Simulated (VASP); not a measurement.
Calculation: PBEsol GGA, VASP's PBE PAW potentials (set 64) (plane waves; VASP).

Gaps are without spin-orbit coupling.

Question: Order these relaxed crystals by band gap, smallest first: PbSe, Fm-3m (225); C, Fd-3m (227); CaS, Fm-3m (225); SnS2, P-3m1 (164).

Answer: PbSe, Fm-3m (225) (0.17 eV), SnS2, P-3m1 (164) (1.43 eV), CaS, Fm-3m (225) (2.16 eV), C, Fd-3m (227) (4.03 eV)
